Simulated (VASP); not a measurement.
Input:

```
CELL_PARAMETERS angstrom
      1.73006     0.99885     3.09790
     -1.73006     0.99885     3.09790
      0.00000    -1.99770     3.09790
ATOMIC_POSITIONS crystal
  P  0.22734 0.22734 0.22734
  P  0.77266 0.77266 0.77266
```

Level of theory: r2SCAN meta-GGA, VASP's PBE PAW potentials (set 64) (plane waves; VASP). Run with 400 eV cut-off, 14×14×14 Γ-centred mesh, tetrahedra with Blöchl corrections, potentials P.

Q: Predict the energy per atom (σ→0), band gap (over mesh and band path) with the smallest direct gap where there is one.

A: 
| Quantity | Value |
|---|---|
| band gap (over mesh and band path) | none (metal, semimetal or under 0.01 eV) |
| energy per atom (σ→0) | -857.5 kJ/mol of atoms |

Total energies compare only between runs with the same potentials, cut-off and functional.

The structure comes from a computed database's P entry (R-3m); how it stands against other phases isn't given here. It was relaxed first.
